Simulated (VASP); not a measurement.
A convergence study with VASP on Ir (fcc): a few settings are varied, all else stays as given below, so the limit is that of these other settings. The cell's lengths are 1 % over those of the tabulated start, so it is off equilibrium.

```yaml
crystal:
  lattice:
    - [0.00000, 1.93920, 1.93920]
    - [1.93920, 0.00000, 1.93920]
    - [1.93920, 1.93920, 0.00000]
  atoms:
    - { symbol: Ir, position: [0.00000, 0.00000, 0.00000] }
```

Level of theory: LDA (Ceperley-Alder, Perdew-Zunger), VASP's LDA PAW potentials (set 64) (plane waves; VASP). The last row used: 550 eV cut-off, 14×14×14 Γ-centred mesh, first-order Methfessel-Paxton smearing of 0.10 eV, potentials Ir.

```csv
setting,E (eV/atom),pressure (GPa),electronic steps
"ALGO = Normal, EDIFF = 1E-2",-10.2815,-10.54,8
"ALGO = Normal, EDIFF = 1E-3",-10.2790,-16.48,10
"ALGO = Normal, EDIFF = 1E-4",-10.2790,-16.39,10
"ALGO = Normal, EDIFF = 1E-5",-10.2790,-16.39,10
"ALGO = Normal, EDIFF = 1E-6",-10.2790,-16.42,11
"ALGO = Normal, EDIFF = 1E-7",-10.2790,-16.42,11
"ALGO = Normal, EDIFF = 1E-8",-10.2790,-16.41,12
"ALGO = Normal, EDIFF = 1E-9",-10.2790,-16.41,13
"ALGO = Fast, EDIFF = 1E-2",-10.2830,-11.87,8
"ALGO = Fast, EDIFF = 1E-3",-10.2790,-14.88,11
"ALGO = Fast, EDIFF = 1E-4",-10.2790,-15.17,11
"ALGO = Fast, EDIFF = 1E-5",-10.2790,-16.78,14
"ALGO = Fast, EDIFF = 1E-6",-10.2790,-16.75,16
"ALGO = Fast, EDIFF = 1E-7",-10.2790,-16.73,17
"ALGO = Fast, EDIFF = 1E-8",-10.2790,-16.44,24
"ALGO = Fast, EDIFF = 1E-9",-10.2790,-16.41,28
"ALGO = All, EDIFF = 1E-2",-10.2778,-15.14,9
"ALGO = All, EDIFF = 1E-3",-10.2788,-15.93,10
"ALGO = All, EDIFF = 1E-4",-10.2790,-16.35,12
"ALGO = All, EDIFF = 1E-5",-10.2790,-16.38,13
"ALGO = All, EDIFF = 1E-6",-10.2790,-16.40,15
"ALGO = All, EDIFF = 1E-7",-10.2790,-16.40,15
"ALGO = All, EDIFF = 1E-8",-10.2790,-16.41,17
"ALGO = All, EDIFF = 1E-9",-10.2790,-16.41,19
```

Left out are rungs that failed or repeat a setting and relaxations that didn't move; long series are thinned to 24 rows.

The compound is Ir in the fcc structure. The cell was not relaxed at this level.
